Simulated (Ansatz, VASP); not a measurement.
# Sr3RhN3: VASP beside Ansatz

```
CELL_PARAMETERS angstrom
7.68953 0.00000 0.00000
-3.84476 6.65932 0.00000
0.00000 0.00000 5.30627
ATOMIC_POSITIONS crystal
Sr 0.90594 0.63669 0.25000
Sr 0.73075 0.09406 0.25000
Sr 0.36331 0.26925 0.25000
Sr 0.09406 0.36331 0.75000
Sr 0.26925 0.90594 0.75000
Sr 0.63669 0.73075 0.75000
Rh 0.66667 0.33333 0.75000
Rh 0.33333 0.66667 0.25000
N 0.89354 0.59429 0.75000
N 0.70075 0.10646 0.75000
N 0.40571 0.29925 0.75000
N 0.10646 0.40571 0.25000
N 0.29925 0.89354 0.25000
N 0.59429 0.70075 0.25000
```

The cell comes from a database or a generator and needn't be the stable form of this composition.

Alike in both runs: task electric field gradients; functional PBE; k mesh 4 × 4 × 5; occupations fermi-dirac, width 0.02 eV; no spin polarisation.

|  | VASP | Ansatz |
| --- | --- | --- |
| version | VASP 6.6.1 | Ansatz 0.2.0 |
| potentials or method | VASP PAW PBE potentials, release 64 (Sr_sv, Rh_pv, N) | plane-wave PAW, scalar-relativistic |
| plane-wave cutoff (eV) | 520 | 420 |
| valence electrons in the cell | 120 | 124 |

VASP gave:

| Quantity | Value |
| --- | --- |
| pressure (GPa) | 1.1 |
| largest component of the traceless stress (GPa) | 0.13 |
| rms of the force components (eV/Å) | 0.061 |
| Vzz of the field gradient on the site that differs most (V/Å²) | -52.6 |

Problem. What did Ansatz give for the same quantities?

Solution. Pressure (GPa): 0.9; largest component of the traceless stress (GPa): 0.20; rms of the force components (eV/Å): 0.062; Vzz of the field gradient on the site that differs most (V/Å²): -147.1.

Atom by atom the forces differ by 0.003 eV/Å (rms over components). One of these differences is far larger than is usual between the two programs; its cause wasn't traced. The two sets of potentials don't hold the same shells in valence. Ansatz warned: «gradients_without_spin_orbit».
